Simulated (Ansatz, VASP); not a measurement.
**SrTl: VASP beside Ansatz**

File INCAR:

```
  ALGO = Normal
  EDIFF = 1E-6
  ENCUT = 520
  GGA = CA
  ISIF = 2
  ISMEAR = -1
  LASPH = T
  LCHARG = F
  LREAL = F
  LWAVE = F
  NBANDS = 18
  NELM = 60
  PREC = Accurate
  SIGMA = 0.05
```

The input KPOINTS:

```
k-points
0
Gamma
  9 9 9
```

The input POSCAR:

```
SrTl
1.0
    4.0628529900      0.0000000000      0.0000000000
    0.0000000000      4.0628529900      0.0000000000
    0.0000000000      0.0000000000      4.0628529900
Sr Tl
1 1
Direct
    0.0000000000      0.0000000000      0.0000000000
    0.5000000000      0.5000000000      0.5000000000
```

Input for Ansatz:

```yaml
crystal:
  lattice:
    - [4.06285299, 0.0, 0.0]
    - [0.0, 4.06285299, 0.0]
    - [0.0, 0.0, 4.06285299]
  atoms:
    - { symbol: Sr, position: [0.0, 0.0, 0.0] }
    - { symbol: Tl, position: [0.5, 0.5, 0.5] }
kpoints:
  mp_grid: { grid: [9, 9, 9] }
  band_path:
    path:
      - [0.0, 0.0, 0.0]
      - [0.0, 0.5, 0.0]
      - [0.5, 0.5, 0.0]
      - [0.0, 0.0, 0.0]
      - [0.5, 0.5, 0.5]
      - [0.0, 0.5, 0.0]
      - [0.5, 0.5, 0.5]
      - [0.5, 0.5, 0.0]
    npoints: 14
scf:
  occupations: { method: fermi_dirac, width: 0.05 }
hamiltonian:
  xc: lda
  pseudopotentials: { kind: all_electron, lapw: { basis_error: 0.001 } }
output:
  forces: true
  stress: true
  eigenvalues: true
  populations: true
```

The cell comes from a database or a generator and needn't be the stable form of this composition.

Alike in both runs: task single point; functional LDA; k mesh 9 × 9 × 9; occupations fermi-dirac, width 0.05 eV; no spin polarisation.

|  | VASP | Ansatz |
| --- | --- | --- |
| version | VASP 6.6.1 | Ansatz 0.2.0 |
| potentials or method | VASP PAW LDA potentials, release 64 (Sr_sv, Tl_d) | all-electron LAPW, scalar-relativistic |
| plane-wave cutoff (eV) | 520 | see its input |

|  | VASP | Ansatz | Ansatz less VASP |
| --- | --- | --- | --- |
| pressure (GPa) | -2.2 | -2.3 | -0.06 |

Ansatz ran all-electron here, so the differences hold the error of VASP's frozen core and of both bases.

Spin-orbit coupling is left out, which matters for the levels of Tl.
